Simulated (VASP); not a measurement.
Given:

```xyz
8
Lattice="0.0000 2.2194 2.2194 2.2194 0.0000 2.2194 8.8630 8.8630 0.0146" Properties=species:S:1:pos:R:3 pbc="T T T"
Nb     8.8347     8.8347     0.0430
Nb     4.4635     4.4635     4.4142
Nb     4.4078     4.4078     0.0310
Nb     8.8904     8.8904     4.4261
N      2.2176     2.2176     2.2212
C      4.4245     4.4245     2.2338
C      6.6491     6.6491     2.2286
C      8.8738     8.8738     2.2233
```

Computed with PBEsol GGA, VASP's PBE PAW potentials (set 64) (plane waves; VASP). Settings: 520 eV cut-off, Gaussian smearing of 0.050 eV, potentials Nb_sv N C.

Problem. Give the energies of bands 27 to 40 at the high-symmetry points, in eV from the Fermi level.

Solution. 
```tsv
band	Γ	T	H2	L	S0	F
27	-4.38	-3.35	-4.90	-4.96	-4.91	-4.73
28	-4.26	-3.08	-4.57	-4.73	-4.57	-4.46
29	-4.26	-3.08	-4.53	-4.50	-4.53	-4.32
30	-1.56	-2.93	-4.40	-4.29	-4.40	-4.20
31	-1.56	-2.49	-4.37	-3.25	-4.37	-4.10
32	-1.47	-2.49	-4.25	-2.40	-4.26	-2.29
33	-1.29	-1.02	0.21	-2.38	0.17	-1.85
34	-1.09	-1.02	0.25	-1.31	0.43	-0.89
35	-1.09	-1.00	0.60	1.10	0.45	-0.17
36	-0.20	-1.00	0.96	1.11	0.94	1.93
37	-0.20	-0.57	1.25	2.00	1.21	1.95
38	0.22	0.17	1.28	2.20	1.38	2.06
39	0.22	1.26	1.86	2.69	1.81	2.37
40	0.36	1.26	1.96	2.77	1.99	2.64
```

It has no gap at this level: it comes out as a metal or semimetal.

The structure was generated: Nb4C3N was put into an ordered model structure (R-3m), which need not be its known phase. It was relaxed first. The electron count is odd and the run is not spin-polarised, which forces a metal.
